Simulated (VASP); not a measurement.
VASP ran on this input.

File KPOINTS:
```
Automatic mesh
0
Gamma
7 7 7
0 0 0
```

**INCAR**
```
SYSTEM = Ni3Fe
PREC = Accurate
ENCUT = 400
EDIFF = 1E-6
NELM = 40
ALGO = Normal
LREAL = .FALSE.
LASPH = .TRUE.
ISMEAR = 1
SIGMA = 0.1
GGA = PE
LMAXMIX = 4
ISPIN = 2
LORBIT = 10
LWAVE = .FALSE.
LCHARG = .FALSE.
ISIF = 2
```

POSCAR:
```
Ni3Fe
1
    3.6210000000     0.0000000000     0.0000000000
    0.0000000000     3.6210000000     0.0000000000
    0.0000000000     0.0000000000     3.6210000000
Fe Ni
1 4
Direct
  0.0000000000   0.0000000000   0.0000000000
  0.0000000000   0.5000000000   0.5000000000
  0.5000000000   0.0000000000   0.5000000000
  0.5000000000   0.5000000000   0.0000000000
  0.5500000000   0.5500000000   0.0500000000
```

POTCAR, in this order: Fe Ni (PBE.64 set). Program: vasp_std.

The resulting files:

File standard output:
```
...
 POSCAR found :  2 types and       5 ions
 Reading from existing POTCAR

 -----------------------------------------------------------------------------
|                                                                             |
|           W    W    AA    RRRRR   N    N  II  N    N   GGGG   !!!           |
|           W    W   A  A   R    R  NN   N  II  NN   N  G    G  !!!           |
|           W    W  A    A  R    R  N N  N  II  N N  N  G       !!!           |
|           W WW W  AAAAAA  RRRRR   N  N N  II  N  N N  G  GGG   !            |
|           WW  WW  A    A  R   R   N   NN  II  N   NN  G    G                |
|           W    W  A    A  R    R  N    N  II  N    N   GGGG   !!!           |
|                                                                             |
|     You requested a magnetic or noncollinear calculation, but did not       |
|     specify the initial magnetic moment with the MAGMOM tag. Note that      |
|     a default of 1 will be used for all atoms. This ferromagnetic setup     |
|     may break the symmetry of the crystal, in particular it may rule        |
|     out finding an antiferromagnetic solution. Thence, we recommend         |
|     setting the initial magnetic moment manually or verifying carefully     |
|     that this magnetic setup is desired.                                    |
|                                                                             |
 -----------------------------------------------------------------------------

 Reading from existing POTCAR
 LDA part: xc-table for (Slater+PW92), standard interpolation

 -----------------------------------------------------------------------------
|                                                                             |
|           W    W    AA    RRRRR   N    N  II  N    N   GGGG   !!!           |
|           W    W   A  A   R    R  NN   N  II  NN   N  G    G  !!!           |
|           W    W  A    A  R    R  N N  N  II  N N  N  G       !!!           |
|           W WW W  AAAAAA  RRRRR   N  N N  II  N  N N  G  GGG   !            |
|           WW  WW  A    A  R   R   N   NN  II  N   NN  G    G                |
|           W    W  A    A  R    R  N    N  II  N    N   GGGG   !!!           |
|                                                                             |
|     The distance between some ions is very small. Please check the          |
|     nearest-neighbor list in the OUTCAR file.                               |
|     I HOPE YOU KNOW WHAT YOU ARE DOING!                                     |
|                                                                             |
 -----------------------------------------------------------------------------

 POSCAR, INCAR and KPOINTS ok, starting setup
 WAVECAR not read
 entering main loop
       N       E                     dE             d eps       ncg     rms          rms(c)

 -----------------------------------------------------------------------------
|                                                                             |
|     EEEEEEE  RRRRRR   RRRRRR   OOOOOOO  RRRRRR      ###     ###     ###     |
|     E        R     R  R     R  O     O  R     R     ###     ###     ###     |
|     E        R     R  R     R  O     O  R     R     ###     ###     ###     |
|     EEEEE    RRRRRR   RRRRRR   O     O  RRRRRR       #       #       #      |
|     E        R   R    R   R    O     O  R   R                               |
|     E        R    R   R    R   O     O  R    R      ###     ###     ###     |
|     EEEEEEE  R     R  R     R  OOOOOOO  R     R     ###     ###     ###     |
|                                                                             |
|     EDDAV: Call to ZHEGV failed. Returncode = 16 2 16                       |
|                                                                             |
|       ---->  I REFUSE TO CONTINUE WITH THIS SICK JOB ... BYE!!! <----       |
|                                                                             |
 -----------------------------------------------------------------------------
```

Question: Read the log: what went wrong, and how is it fixed?

Answer: The cause: one atom is typed twice, on or next to the same site. VASP stops with an error: EDDAV: Call to ZHEGV failed. Returncode = 16 2 16 ----> I REFUSE TO CONTINUE WITH THIS SICK JOB ... BYE!!! <---- To mend it, set MAGMOM = 3.0 0.7 0.7 0.7, correct POSCAR.
**POSCAR**
```
Ni3Fe
1
    3.6210000000     0.0000000000     0.0000000000
    0.0000000000     3.6210000000     0.0000000000
    0.0000000000     0.0000000000     3.6210000000
Fe Ni
1 3
Direct
  0.0000000000   0.0000000000   0.0000000000
  0.0000000000   0.5000000000   0.5000000000
  0.5000000000   0.0000000000   0.5000000000
  0.5000000000   0.5000000000   0.0000000000
```
The mended run (PBE GGA, plane waves, VASP's PBE PAW potentials (set 64)) converges, and its OSZICAR ends with
```
   1 F= -.24899380E+02 E0= -.24899327E+02  d E =-.158338E-03  mag=     5.0408
```
